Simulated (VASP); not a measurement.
Crystal: Ca2ZrN2.

```
Ca Zr N
1.0
     3.45000    0.00000    0.00000
    -1.72500    2.98779    0.00000
     0.00000    0.00000   15.80000
Ca Zr N
4 2 4
Direct
  0.33333 0.66667 0.58500
  0.00000 0.00000 0.75000
  0.66667 0.33333 0.41500
  0.00000 0.00000 0.25000
  0.66667 0.33333 0.91700
  0.33333 0.66667 0.08300
  0.66667 0.33333 0.66500
  0.33333 0.66667 0.83500
  0.66667 0.33333 0.16500
  0.33333 0.66667 0.33500
```

The cell was built by a generator and needn't be a form met in nature.

```yaml
Program: VASP 6.6.1
Task: relaxation of cell and atoms
Functional: PBE
Potentials_or_basis: VASP PAW PBE potentials, release 64 (Ca_sv, Zr_sv, N)
Cutoff: 520 eV
k_mesh: 5 × 5 × 1
Occupations: gaussian, width 0.15 eV
Spin: no spin polarisation
```

At the start: pressure 2.4 GPa; volume 16.29 Å³/atom.

Problem. Where does the relaxation end?

Solution. Over 21 steps the energy falls by 294.0 meV/atom and the volume is 18.43 Å³/atom (+13.1 %); space group P-3m1 (No. 164, to 0.05 Å).

The path:
| step | energy change (eV) | largest force (eV/Å) | pressure (GPa) | volume (Å³) |
| --- | --- | --- | --- | --- |
| 1 | 0.0000 | 3.6066 | 2.41 | 162.86 |
| 2 | -1.8700 | 1.6390 | 1.75 | 168.68 |
| 3 | -2.0986 | 1.0275 | 2.48 | 171.22 |
| 4 | -2.1054 | 1.2012 | 2.59 | 171.74 |
| 5 | -2.4181 | 0.7709 | -1.75 | 180.57 |
| 6 | -2.4467 | 0.6524 | -2.95 | 183.77 |
| 7 | -2.6173 | 0.5270 | 1.39 | 178.90 |
| 8 | -2.6183 | 0.4854 | 1.08 | 179.18 |
| 9 | -2.6767 | 0.4562 | 0.27 | 180.95 |
| 10 | -2.6855 | 0.5682 | -0.05 | 181.88 |
| 11 | -2.7485 | 0.4598 | -0.30 | 182.75 |
| 12 | -2.8467 | 0.2287 | -0.94 | 185.36 |
| 13 | -2.8507 | 0.3052 | -1.09 | 186.10 |
| 14 | -2.8662 | 0.4561 | 1.90 | 181.09 |
| 15 | -2.8759 | 0.3959 | 0.79 | 182.98 |
| 16 | -2.9034 | 0.4400 | -0.14 | 183.70 |
| 17 | -2.9035 | 0.4430 | -0.15 | 183.70 |
| 18 | -2.9309 | 0.1827 | 0.10 | 183.44 |
| 19 | -2.9362 | 0.1711 | 0.34 | 183.24 |
| 20 | -2.9376 | 0.1036 | -0.41 | 185.15 |
| 21 | -2.9402 | 0.0779 | -0.10 | 184.26 |

Final structure:
```xyz
10
Lattice="3.4726 0.0000 0.0000 -1.7363 3.0074 0.0000 0.0000 0.0000 17.6440" Properties=species:S:1:pos:R:3 pbc="T T T"
Ca    0.0000    2.0049   10.7956
Ca    0.0000    0.0000   13.3582
Ca    1.7363    1.0025    6.8484
Ca    0.0000    0.0000    4.2858
Zr    1.7363    1.0025   16.1842
Zr    0.0000    2.0049    1.4598
N     1.7363    1.0025   12.0259
N     0.0000    2.0049   15.3809
N     1.7363    1.0025    2.2631
N     0.0000    2.0049    5.6181
```

Caveat: the k mesh is coarse (spacing up to 0.42 Å⁻¹), so the values aren't converged.
